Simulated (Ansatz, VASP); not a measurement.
## Al3GaAs4: VASP beside Ansatz

One calculation is typed for both programs; each brings its own data sets. How far apart do they land? The cell is generated by rule, not measured, and may not be a known phase. The cell is taken from a series of runs on this material, whose earlier steps may have relaxed, scaled, displaced or heated it; both programs get it as it stands.

Calculated with Ansatz 0.2.0; plane waves, with VASP 6.6.1 beside it; single point at PBEsol.

The structure was built from a prototype and need not be the compound's stable phase.

### 1. The starting structure

It takes space group P-4m2 (No. 115, tetragonal). Conventional cell: a = 4.000 Å, b = 4.000 Å, c = 11.315 Å, α = 90.00°, β = 90.00°, γ = 90.00°. Nearest to Al lie 4 As at 2.45 Å. Nearest to As lie 4 Al at 2.45 Å. Nearest to As lie 2 Al at 2.45 Å and 2 Ga at 2.45 Å. Nearest to Ga lie 4 As at 2.45 Å. Farther neighbours are not listed.

### 2. Ansatz: single point, PBEsol

Ansatz runs on its default PAW (the set named soft_2) files.

A single point gives forces, pressure and levels at one fixed geometry, so differences don't come from the geometry; what else differs is listed under the comparison.

File input.yaml:

```yaml
crystal:
  lattice:
    - [2.82875, 2.82875, 0.0]
    - [-2.82875, 2.82875, 0.0]
    - [0.0, 0.0, 11.315]
  atoms:
    - { symbol: Al, position: [0.0, 0.0, 0.0] }
    - { symbol: Al, position: [0.5, 0.5, 0.25] }
    - { symbol: Al, position: [0.0, 0.0, 0.5] }
    - { symbol: As, position: [0.5, 1.0, 0.125] }
    - { symbol: As, position: [0.0, 0.5, 0.375] }
    - { symbol: As, position: [0.5, 1.0, 0.625] }
    - { symbol: As, position: [0.0, 0.5, 0.875] }
    - { symbol: Ga, position: [0.5, 0.5, 0.75] }
kpoints:
  mp_grid: { grid: [4, 4, 2] }
hamiltonian:
  xc: pbesol
scf:
  occupations: { method: gaussian, width: 0.1 }
output:
  forces: true
  stress: true
  eigenvalues: true
```

Launch:

```
$ ansatz run input.yaml --threads 4 --pin off --max-ram 14336MiB --backend cpu --events-out ev --progress --plain --runs-dir out
```

Numbers of over 12 decimals in the logs are rounded to 6 here.

The log of the run:

```text
Engine: ansatz 0.2.0, aarch64-unknown-linux-gnu
Pseudopotentials: kind: paw
Pseudopotential: Al, paw, valence charge 3, recommended cutoff 420 eV (normal), Al.paw.azcp
Pseudopotential: As, paw, valence charge 15, recommended cutoff 420 eV (normal), As.paw.azcp
Pseudopotential: Ga, paw, valence charge 13, recommended cutoff 420 eV (normal), Ga.paw.azcp
Functional definition: PBEsol
  exchange = pbesol_x
  correlation = pbesol_c
Crystal: 8 atoms, lattice volume = 181.081 Å³
Basis set: ecut = 420 eV, 3549 PW (Γ), exchange–correlation on 54×54×160 points (8 copies of the dense FFT grid, shifted against one another)
Bands: 50, of which v1, the nominal top of the filled ones, is band 41 counted from 1 (40 counted from 0)
Symmetry: 8 space group operations
Space group: P-4m2 (ITA 115), of the structure as read, at distance tolerance 5.7e-5 Å
k-points: 12 of 32
Non-local potential: Al, projectors of the file, l = 0: 2, l = 1: 2, l = 2: 1
Non-local potential: As, projectors of the file, l = 0: 2, l = 1: 2, l = 2: 3, l = 3: 1
Non-local potential: Ga, projectors of the file, l = 0: 2, l = 1: 2, l = 2: 3, l = 3: 1
PAW form: soft (Blöchl's): semilocal exchange-correlation on the pseudo side does not see the compensation charge
PAW frozen core: Al, regenerated for the run's functional, and the local potential with it (the file was generated under x = pbe(κ = 0.804, μ = 0.219515), c = pbe(β = 0.066725))
PAW frozen core: As, regenerated for the run's functional, and the local potential with it (the file was generated under x = pbe(κ = 0.804, μ = 0.219515), c = pbe(β = 0.066725))
PAW frozen core: Ga, regenerated for the run's functional, and the local potential with it (the file was generated under x = pbe(κ = 0.804, μ = 0.219515), c = pbe(β = 0.066725))
PAW one-centre angular grid: Al, 110 points (default); XC on 64 Gauss nodes
PAW one-centre angular grid: As, 590 points (default); XC on 64 Gauss nodes
PAW one-centre angular grid: Ga, 590 points (default); XC on 64 Gauss nodes
Initial density: superposition of atomic densities (neutral atoms: chi_scale 0, normalization atom), corrected by the library's trained network
Initial wavefunctions: pseudopotential atomic-orbital guess
Functional: x = pbesol(κ = 0.804, μ = 0.123457), c = pbesol(β = 0.046)
SCF iter   1: F=—  HF=-24571.988321 eV  |F-HF|=—  |Δ(HF+E_count)|=         —  Δρ=2.29e-3  dr2=1.60e-2  ethr=1.77e-3  ⟨swp⟩=6.6  Hψ=2345  notcnv=0
preconditioner: auto → Resta (q_TF=auto, 2.391 Å⁻¹)  ε∞=3.7  [insulator: Δε(μ)=1.279 eV  Ē_g=10.922 eV  σ=0.100 eV  W_gap=1.00  n_scr=48 (ndim 8)  ℏωp=17.9 eV  f_vac=0.019  D(μ)=0.00/eV (n_scr^D=0)  ε∞_Penn≈3.7]
SCF iter   2: F=—  HF=-24571.982330 eV  |F-HF|=—  |Δ(HF+E_count)|=   5.99e-3  Δρ=1.34e-3  dr2=4.99e-3  ethr=1.95e-5  ⟨swp⟩=2.2  Hψ=1190  notcnv=0
SCF iter   3: F=—  HF=-24571.981727 eV  |F-HF|=—  |Δ(HF+E_count)|=   6.03e-4  Δρ=4.25e-4  dr2=5.75e-4  ethr=6.09e-6  ⟨swp⟩=2.0  Hψ=806  notcnv=0
automatic band count: iteration 3 solves 49 bands in place of 50: the levels show a gap, and the empty bands left out lie too high to hold charge; the band table lists the bands solved (type scf.n_extra_bands for more)
SCF iter   4: F=—  HF=-24571.981754 eV  |F-HF|=—  |Δ(HF+E_count)|=   2.66e-5  Δρ=1.83e-4  dr2=8.08e-5  ethr=7.01e-7  ⟨swp⟩=2.0  Hψ=808  notcnv=0
SCF iter   5: F=—  HF=-24571.981728 eV  |F-HF|=—  |Δ(HF+E_count)|=   2.55e-5  Δρ=9.24e-5  dr2=1.16e-5  ethr=9.85e-8  ⟨swp⟩=2.0  Hψ=805  notcnv=0
SCF iter   6: F=—  HF=-24571.981729 eV  |F-HF|=—  |Δ(HF+E_count)|=   9.11e-7  Δρ=1.81e-5  dr2=7.24e-7  ethr=1.42e-8  ⟨swp⟩=2.0  Hψ=808  notcnv=0
SCF iter   7: F=-24571.981730 eV  HF=-24571.981730 eV  |F-HF|=5.68e-8  |Δ(HF+E_count)|=   2.46e-7  Δρ=5.15e-6  dr2=4.42e-8  ethr=1.22e-10  ⟨swp⟩=8.3  Hψ=2540  notcnv=0
SCF 1 converged in 7 iterations: F = -24571.981730 eV  dr2 = 4.42e-8
  greatest PAW one-centre occupation: 0.999 electrons in one spin orbital (limit 2), on the As atom at site 6 (counted from 0), in its partial waves of l = 2
SCF converged after 7 iterations
Free energy (F): -24571.981730 eV
Harris-Foulkes:  -24571.981730 eV  (|F-HF|=5.68e-8)
Internal energy: -24571.981730 eV  (E = F + TS)
E sigma→0 (E₀):  -24571.981730 eV
Fermi energy:    7.399497 eV
--- Per-component energies (eV) ---
  E_band       = -1129.468024
  E_kinetic    = 600.344915
  E_local      = -11087.314292  (includes V_loc(G=0)·N_el)
  E_nonlocal   = -2214.806497
  E_hartree    = 5768.358520
  E_xc         = -501.336378
  E_vxc        = -462.664525  (∫ρ·V_xc dr)
  E_paw        = -10488.140695  (= ΣΔE_a)
  E_vpaw       = 498.245074  (= ΣTr[D̂ρ^β])
  E_aug_tail   = -0.000118  (compensation charges beyond the density's cutoff)
  E_ewald      = -6653.873293
  E_core_change = 4.786110  (= ΣΔE_core)
  E_smearing   = -0.000000  (= −TS)
  E_closure    = 0.000000  (closes the sum)
  Σ components = -24571.981730   (vs F -24571.981730, Δ=0.00e0)
--- Forces (eV/Å), atoms counted from 1 ---
  atom   1  Al    -0.00000000     0.00000000    -0.03708570
  atom   2  Al     0.00000000    -0.00000000     0.00000000
  atom   3  Al    -0.00000000    -0.00000000     0.03708570
  atom   4  As    -0.00000000    -0.00000000    -0.00832596
  atom   5  As     0.00000000     0.00000000     0.00832596
  atom   6  As     0.00000000    -0.00000000    -0.01962531
  atom   7  As     0.00000000    -0.00000000     0.01962531
  atom   8  Ga     0.00000000     0.00000000     0.00000000
  max |Σ_I F_I| component: 6.46e-26 eV/Å
--- Stress (GPa, compression-positive) ---
        0.947288       0.000000       0.000000
        0.000000       0.947288       0.000000
        0.000000       0.000000      -0.036347
  P = ⅓ Tr σ = 0.6194 GPa (6.194 kbar)
--- Band table (eV; the first three rows and the last of 12) ---
  k-point 0: bands = [... 37 lower, 5.3501, 6.7228, 6.7473, 6.7473, 8.0681, 8.1750, 8.8627, 9.0785, ... 4 higher]
  k-point 1: bands = [... 37 lower, 6.1006, 6.1006, 6.3001, 6.3001, 8.1983, 8.4620, 9.0687, 9.2586, ... 4 higher]
  k-point 2: bands = [... 37 lower, 5.5039, 5.5804, 5.6067, 6.5564, 8.7861, 9.2858, 9.6941, 9.9401, ... 4 higher]
  k-point 11: bands = [... 37 lower, 4.0339, 4.0339, 4.0557, 4.0557, 9.0013, 9.0013, 9.2931, 9.2931, ... 4 higher]
```

The run ends at a pressure of 0.62 GPa, with forces up to 0.037 eV/Å.

### 3. VASP: single point, PBEsol

The same cell, functional, mesh and smearing now go to VASP, with its own data sets.

Lines of VASP's logs that name or quote its potential files are left out, and so is its time.

File INCAR:

```
SYSTEM = Al3GaAs4
PREC = Accurate
ENCUT = 500
EDIFF = 1E-06
NELM = 120
ISMEAR = 0
SIGMA = 0.1
LREAL = .FALSE.
ALGO = Normal
GGA = PS
NBANDS = 29
LORBIT = 11
LWAVE = .FALSE.
LCHARG = .FALSE.
ISIF = 2
LASPH = .TRUE.
GGA_COMPAT = .FALSE.
EFERMI = MIDGAP
KPAR = 2
```

File POSCAR:

```
Al3GaAs4
1.0
    2.8287500000      2.8287500000      0.0000000000
   -2.8287500000      2.8287500000      0.0000000000
    0.0000000000      0.0000000000     11.3150000000
Al As Ga
3 4 1
Direct
    0.0000000000      0.0000000000      0.0000000000
    0.5000000000      0.5000000000      0.2500000000
    0.0000000000      0.0000000000      0.5000000000
    0.5000000000      0.0000000000      0.1250000000
    0.0000000000      0.5000000000      0.3750000000
    0.5000000000      0.0000000000      0.6250000000
    0.0000000000      0.5000000000      0.8750000000
    0.5000000000      0.5000000000      0.7500000000
```

File KPOINTS:

```
Automatic mesh
0
Gamma
4 4 2
0 0 0
```

Potentials, in the order of the species: Al, As and Ga_d (PBE family, release 64).

Launch:

```
$ mpirun -np 2 vasp_std
```

The log of the run:

```text
[banner, memory and clock lines left out]
running    2 mpi-ranks, on    1 nodes
 distrk:  each k-point on    1 cores,    2 groups
 distr:  one band on    1 cores,    1 groups

 POSCAR found type information on POSCAR AlAsGa
 POSCAR found :  3 types and       8 ions
|                                                                             |
|               ----> ADVICE to this user running VASP <----                  |
|                                                                             |
|     You enforced a specific xc type in the INCAR file but a different       |
|     [... a line on the potential file left out ...]
|     I HOPE YOU KNOW WHAT YOU ARE DOING!                                     |
|                                                                             |

 LDA part: xc-table for (Slater+PW92), standard interpolation
 POSCAR, INCAR and KPOINTS ok, starting setup
 FFT: planning ... GRIDC
 FFT: planning ... GRID_SOFT
 FFT: planning ... GRID
 WAVECAR not read
 entering main loop
       N       E                     dE             d eps       ncg     rms          rms(c)
DAV:   1     0.230280130147E+03    0.23028E+03   -0.16349E+04   701   0.134E+03
DAV:   2    -0.946213464912E+01   -0.23974E+03   -0.22816E+03   797   0.300E+02
DAV:   3    -0.389643432302E+02   -0.29502E+02   -0.28952E+02   840   0.972E+01
DAV:   4    -0.401020432942E+02   -0.11377E+01   -0.11340E+01   913   0.201E+01
DAV:   5    -0.401257360507E+02   -0.23693E-01   -0.23675E-01   933   0.272E+00    0.644E+00
DAV:   6    -0.392600739037E+02    0.86566E+00   -0.12866E+00   948   0.990E+00    0.368E+00
DAV:   7    -0.390846601063E+02    0.17541E+00   -0.80236E-01   823   0.356E+00    0.112E+00
DAV:   8    -0.390779466870E+02    0.67134E-02   -0.69210E-02   844   0.239E+00    0.217E-01
DAV:   9    -0.390782431602E+02   -0.29647E-03   -0.56208E-03  1033   0.931E-01    0.968E-02
DAV:  10    -0.390783298482E+02   -0.86688E-04   -0.42680E-04   799   0.127E-01    0.488E-02
DAV:  11    -0.390784262710E+02   -0.96423E-04   -0.15315E-04   878   0.915E-02    0.127E-02
DAV:  12    -0.390784263070E+02   -0.36040E-07   -0.11031E-05   873   0.235E-02    0.799E-03
DAV:  13    -0.390784270406E+02   -0.73363E-06   -0.23094E-06   709   0.749E-03
   1 F= -.39078427E+02 E0= -.39078427E+02  d E =-.477196E-20
```

From OUTCAR (step 3):

```text
ion  position               nearest neighbor table
   1  0.000  0.000  0.000-   4 2.45   7 2.45   7 2.45   4 2.45
   2  0.500  0.500  0.250-   4 2.45   5 2.45   4 2.45   5 2.45
   3  0.000  0.000  0.500-   5 2.45   6 2.45   5 2.45   6 2.45
   4  0.500  0.000  0.125-   1 2.45   2 2.45   2 2.45   1 2.45
   5  0.000  0.500  0.375-   2 2.45   3 2.45   3 2.45   2 2.45
   6  0.500  0.000  0.625-   3 2.45   8 2.45   8 2.45   3 2.45
   7  0.000  0.500  0.875-   1 2.45   8 2.45   1 2.45   8 2.45
   8  0.500  0.500  0.750-   6 2.45   7 2.45   6 2.45   7 2.45

  LATTYP: Found a simple tetragonal cell.
 ALAT       =     4.0004566146
 C/A-ratio  =     2.8284271247

 Subroutine GETGRP returns: Found  8 space group operations
 (whereof  4 operations were pure point group operations)

The static configuration has the point symmetry C_2v.
 The point group associated with its full space group is D_2d.

 Found     12 irreducible k-points:

   k-points           NKPTS =     12   k-points in BZ     NKDIM =     12   number of bands    NBANDS=     29

   dimension x,y,z NGX =    30 NGY =   30 NGZ =   84
   dimension x,y,z NGXF=    60 NGYF=   60 NGZF=  168

   ENCUT  =  500.0 eV  36.75 Ry    6.06 a.u.   7.29  7.29 20.63*2*pi/ulx,y,z

   NELECT =      42.0000    total number of electrons

 k-points in reciprocal lattice and weights: Automatic mesh
   0.00000000  0.00000000  0.00000000       0.031
   0.25000000  0.00000000  0.00000000       0.125
   0.50000000  0.00000000  0.00000000       0.062
   0.25000000  0.25000000  0.00000000       0.125
   0.50000000  0.25000000  0.00000000       0.125
   0.50000000  0.50000000  0.00000000       0.031
   0.00000000  0.00000000  0.50000000       0.031
   0.25000000  0.00000000  0.50000000       0.125
   0.50000000  0.00000000  0.50000000       0.062
   0.25000000  0.25000000  0.50000000       0.125
   0.50000000  0.25000000  0.50000000       0.125
   0.50000000  0.50000000  0.50000000       0.031

 average (electrostatic) potential at core
       1 -76.0196       2 -76.0686       3 -76.0196       4 -49.5077       5 -49.5077
       6 -49.6405       7 -49.6405       8 -65.9112

 E-fermi :   4.4790

 k-point     1 :       0.0000    0.0000    0.0000
  band No.  band energies     occupation
    ...
     17       2.4291      2.00000
     18       2.4291      2.00000
     19       3.8073      2.00000
     20       3.8318      2.00000
     21       3.8318      2.00000
     22       5.1422      0.00000
     23       5.2692      0.00000
     24       5.9423      0.00000
     25       6.1532      0.00000
     26       6.2710      0.00000
    ...

 k-point     2 :       0.2500    0.0000    0.0000
  band No.  band energies     occupation
    ...
     17       2.3944      2.00000
     18       2.5838      2.00000
     19       2.6604      2.00000
     20       2.6861      2.00000
     21       3.6402      2.00000
     22       5.8617      0.00000
     23       6.3690      0.00000
     24       6.7768      0.00000
     25       7.0299      0.00000
     26       8.0119      0.00000
    ...

 k-point     3 :       0.5000    0.0000    0.0000
  band No.  band energies     occupation
    ...
     17       2.8197      2.00000
     18       2.8945      2.00000
     19       2.9158      2.00000
     20       2.9348      2.00000
     21       2.9635      2.00000
     22       5.3251      0.00000
     23       5.8577      0.00000
     24       6.9773      0.00000
     25       7.0563      0.00000
     26       8.3466      0.00000
    ...

  Total        1.3491301      1.3491301      0.2326465      0.0000000      0.0000000      0.0000000
  in kB       11.9368773     11.9368773      2.0584173      0.0000000      0.0000000      0.0000000
  external PRESSURE =       8.6440573 kB  Pullay stress =       0.0000000 kB

  energy-cutoff  :      500.00
  volume of cell :      181.08
      direct lattice vectors                 reciprocal lattice vectors
     2.828750000  2.828750000  0.000000000     0.176756518  0.176756518  0.000000000
    -2.828750000  2.828750000  0.000000000    -0.176756518  0.176756518  0.000000000
     0.000000000  0.000000000 11.315000000     0.000000000  0.000000000  0.088378259

 POSITION                                       TOTAL-FORCE (eV/Angst)
 -----------------------------------------------------------------------------------
      0.00000      0.00000      0.00000         0.000000     -0.000000     -0.038291
      0.00000      2.82875      2.82875         0.000000     -0.000000     -0.000000
      0.00000      0.00000      5.65750         0.000000     -0.000000      0.038291
      1.41437      1.41437      1.41437         0.000000     -0.000000     -0.008708
     -1.41437      1.41437      4.24313         0.000000     -0.000000      0.008708
      1.41437      1.41437      7.07187         0.000000     -0.000000     -0.011002
     -1.41437      1.41437      9.90062         0.000000     -0.000000      0.011002
      0.00000      2.82875      8.48625        -0.000000      0.000000     -0.000000
 -----------------------------------------------------------------------------------
    total drift:                               -0.000000      0.000000      0.000000

  FREE ENERGIE OF THE ION-ELECTRON SYSTEM (eV)
  ---------------------------------------------------
  free  energy   TOTEN  =       -39.0784270406 eV

  energy  without entropy=      -39.0784270406  energy(sigma->0) =      -39.07842704

 total charge
# of ion       s       p       d       tot
------------------------------------------
    1        0.401   0.372   0.000   0.773
    2        0.400   0.370   0.000   0.770
    3        0.401   0.372   0.000   0.773
    4        1.194   1.691   0.024   2.909
    5        1.194   1.691   0.024   2.909
    6        1.199   1.647   0.027   2.873
    7        1.199   1.647   0.027   2.873
    8        0.873   0.799   9.996  11.667
--------------------------------------------------
tot          6.861   8.587  10.099  25.547

[... 3 further parts left out ...]
```

The run ends at a pressure of 0.86 GPa, with forces up to 0.038 eV/Å.

### 4. Differences

Known differences besides the potentials themselves: the data sets hold 82 valence electrons in Ansatz (on its default PAW (the set named soft_2) files) and 42 in VASP; the cutoff is 420 eV in Ansatz and 500 eV in VASP; Ansatz makes its cores anew for this functional, VASP keeps those of its PBE data sets. Total energies have different zeros and are not compared.

Both answers:

```
              quantity  Ansatz   VASP  difference
        pressure (GPa)    0.62   0.86       -0.24
gap on the k mesh (eV)   1.305  1.294      +0.010
```

At this near-relaxed geometry the largest component of a force difference is 9 meV/Å. A gap on the mesh is an upper bound, since the band edges may lie between its points.

### 5. Summary of results

| Property | Result |
| --- | --- |
| difference in gap on the k mesh (single point, PBEsol) | 0.010 eV |

**Reading.** The difference in gap on the k mesh is 0.010 eV (single point, PBEsol), within the 0.08 eV picked in this series as the mark of a large difference. The data sets hold unlike numbers of valence electrons (82 in Ansatz and 42 in VASP), so part of the differences comes from the potentials. Such differences can come from data sets, numerical settings and the points named under the comparisons, not from the functional's error against experiment.

[Lines on the potential files, build, host, timing and source positions are cut from VASP's logs without a mark.]

[Logs are printed without paths, hosts, clocks, repeated set-up lines and the standing remarks that a program may print on its own settings, such as how far it seeks lower states.]

[Hosts, paths, dates, database ids (printed as entryN), source tags and the programs' standing remarks are cut or masked in the printed files.]
